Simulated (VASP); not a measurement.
Wanted: the native input for a VASP 6.6.1 run.

| Property | Result |
| --- | --- |
| Task | single point |
| Functional | PBE |
| Potentials or basis | VASP PAW PBE potentials, release 64 (Tl_d, Mo_sv) |
| Cutoff | 520 eV |
| k mesh | 4 × 4 × 4 |
| Occupations | gaussian, width 0.1 eV |
| Spin | no spin polarisation |
| Dipole correction | no |
| Further INCAR settings | ALGO = Fast; EDIFF = 1e-06; NBANDS = 34 |

The structure of Tl3Mo lies in POSCAR:

```
Tl3Mo
1.0
   -3.0801699700      3.0801699700      3.0801699700
    3.0801699700     -3.0801699700      3.0801699700
    3.0801699700      3.0801699700     -3.0801699700
Tl Mo
3 1
Direct
    0.0000000000      0.5000000000      0.5000000000
    0.5000000000      0.0000000000      0.5000000000
    0.5000000000      0.5000000000      0.0000000000
    0.0000000000      0.0000000000      0.0000000000
```

The cell was built by a generator and needn't be a form met in nature.

The cell isn't the ideal one: species swapped into the Sb3Au type (Im-3m, No. 229).

These files were run (other wordings do the same):

INCAR

```
PREC     = Accurate       # precision mode
ENCUT    = 520            # plane-wave cutoff, eV
EDIFF    = 1E-6           # SCF threshold, eV
ISMEAR   = 0              # smearing method
SIGMA    = 0.1            # smearing width, eV
LREAL    = F              # projectors in reciprocal space
LASPH    = T              # aspherical terms in the spheres
NELM     = 60             # most SCF steps
ALGO     = Fast           # electronic algorithm
ISIF     = 2              # what is computed and relaxed
LWAVE    = F              # write WAVECAR
LCHARG   = F              # write CHGCAR
GGA      = PE             # functional
NBANDS   = 34             # bands
```

KPOINTS

```
regular mesh
0
Gamma
  4 4 4
```

Potentials or basis: VASP PAW PBE potentials, release 64 (Tl_d, Mo_sv).

The run is started by

```bash
$ cat potpaw_PBE.64/Tl_d/POTCAR potpaw_PBE.64/Mo_sv/POTCAR > POTCAR
$ mpirun -np 1 vasp_std > vasp.out
```

It gave:

The pressure is -3.1 GPa and the band gap on the k mesh is none (metal or under the smearing width).

Caveat: the k mesh is coarse (spacing up to 0.36 Å⁻¹), so the values aren't converged.

Run time: 28 s on 1 thread of Intel(R) Xeon(R) Platinum 8375C CPU @ 2.90GHz (Ice Lake) (shared host), peak memory 0.24 GiB.
